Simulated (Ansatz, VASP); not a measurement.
# H107C58N29O10 in two plane-wave programs

Wanted: the spread between two codes on one cell, functional and k mesh. The cell is taken from a series of runs on this material, whose earlier steps may have relaxed, scaled, displaced or heated it; both programs get it as it stands.

Calculated with Ansatz 0.2.0; plane waves, with VASP 6.6.1 beside it; single point at PBE with D3(BJ).

## Step 1: The starting structure

The cell holds 204 atoms: 58 C, 29 N, 107 H and 10 O. Cell: a = 13.881 Å, b = 13.881 Å, c = 13.881 Å, α = 90.0°, β = 90.0°, γ = 90.0°.

## Step 2: VASP: single point, PBE with D3(BJ)

A single point gives forces, pressure and levels at one fixed geometry, so differences don't come from the geometry; what else differs is listed under the comparison.

Lines of VASP's logs that name or quote its potential files are left out, and so is its time.

INCAR

```
SYSTEM = H107C58N29O10
PREC = Accurate
ENCUT = 600
EDIFF = 1E-06
NELM = 120
ISMEAR = 0
SIGMA = 0.01
LREAL = Auto
ALGO = Normal
GGA = PE
IVDW = 12
NBANDS = 414
LORBIT = 11
LWAVE = .FALSE.
LCHARG = .FALSE.
ISIF = 2
LASPH = .TRUE.
GGA_COMPAT = .FALSE.
EFERMI = MIDGAP
```

POSCAR

```
H107C58N29O10
1.0
   13.8809500000      0.0000000000      0.0000000000
    0.0000000000     13.8809500000      0.0000000000
    0.0000000000      0.0000000000     13.8809500000
C N H O
58 29 107 10
Direct
    0.1810300000      0.4122900000      0.2901000000
    0.2534600000      0.4820000000      0.2616200000
    0.3249800000      0.8149500000      0.4814100000
    0.3389100000      0.9017800000      0.4197900000
    0.6645900000      0.1347300000      0.2190800000
    0.6557000000      0.0298300000      0.2131500000
    0.0342200000      0.3958000000      0.9481500000
    0.0920900000      0.3144200000      0.9045600000
    0.2244100000      0.0122000000      0.8934300000
    0.2668200000      0.0057500000      0.9886500000
    0.7203300000      0.3204200000      0.5542600000
    0.7645800000      0.4047400000      0.5215700000
    0.4839600000      0.7643500000      0.1998700000
    0.5143700000      0.7756400000      0.1016500000
    0.9961200000      0.0669700000      0.7355000000
    0.9226100000      0.1395800000      0.7259400000
    0.5348600000      0.0064200000      0.9518500000
    0.5317700000      0.9660700000      0.8544000000
    0.8809400000      0.0703300000      0.4044700000
    0.9709000000      0.0874600000      0.4624400000
    0.7743400000      0.8045200000      0.0038400000
    0.7909100000      0.8944300000      0.9562200000
    0.8119900000      0.7825100000      0.3041700000
    0.8740400000      0.8440200000      0.2539600000
    0.1636000000      0.7348700000      0.2283600000
    0.0851000000      0.6711300000      0.2684800000
    0.9861200000      0.4064800000      0.6312900000
    0.0833000000      0.4211000000      0.5974200000
    0.5215600000      0.4585600000      0.0121500000
    0.5870700000      0.4763500000      0.0919400000
[... 168 atom lines left out ...]
    0.0956500000      0.7007100000      0.5812800000
    0.3869700000      0.0904100000      0.2221800000
    0.0588900000      0.9032300000      0.0729500000
    0.9533700000      0.5998500000      0.4891900000
    0.4360600000      0.2763000000      0.2793100000
    0.0090000000      0.8526400000      0.8857200000
```

KPOINTS

```
Automatic mesh
0
Gamma
1 1 1
0 0 0
```

PAW data sets: C, N, H and O (PBE family, release 64).

The run is started by

```sh
export OMP_NUM_THREADS=4
mpirun -np 1 vasp_gam
```

Numbers of over 12 decimals in the logs are rounded to 6 here.

The program printed:

```text
[banner, memory and clock lines left out]
running    1 mpi-ranks, on    1 nodes
[...]
Offloading initialized ...    1 GPUs detected
[...]
LDA part: xc-table for (Slater+PW92), standard interpolation
 POSCAR, INCAR and KPOINTS ok, starting setup
[...]
entering main loop
       N       E                     dE             d eps       ncg     rms          rms(c)
DAV:   1     0.425756723370E+04    0.42576E+04   -0.29029E+05   852   0.132E+03
DAV:   2    -0.747630729963E+03   -0.50052E+04   -0.47542E+04  1058   0.294E+02
DAV:   3    -0.132054678890E+04   -0.57292E+03   -0.56752E+03  1032   0.101E+02
DAV:   4    -0.133548696315E+04   -0.14940E+02   -0.14861E+02  1016   0.188E+01
[...]
DAV:  18    -0.121119594617E+04    0.51275E-05   -0.26133E-05  1016   0.104E-02    0.581E-03
DAV:  19    -0.121119594410E+04    0.20695E-05   -0.53054E-06  1008   0.566E-03    0.254E-03
DAV:  20    -0.121119594388E+04    0.22041E-06   -0.23215E-06   840   0.276E-03
   1 F= -.12203016E+04 E0= -.12203016E+04  d E =0.000000E+00
```

Parts of OUTCAR (step 2):

```text
  FREE ENERGIE OF THE ION-ELECTRON SYSTEM (eV)
  ---------------------------------------------------
  free  energy   TOTEN  =     -1220.3015609519 eV

  energy  without entropy=    -1220.3015609519  energy(sigma->0) =    -1220.30156095
```

The run ends at a pressure of -0.22 GPa, with forces up to 6.3 eV/Å.

(Part 1 of 2 ends here.)

[Lines on the potential files, build, host, timing and source positions are cut from VASP's logs without a mark.]

[Logs are printed without paths, hosts, clocks, repeated set-up lines and the standing remarks that a program may print on its own settings, such as how far it seeks lower states.]

[Hosts, paths, dates, database ids (printed as entryN), source tags and the programs' standing remarks are cut or masked in the printed files.]
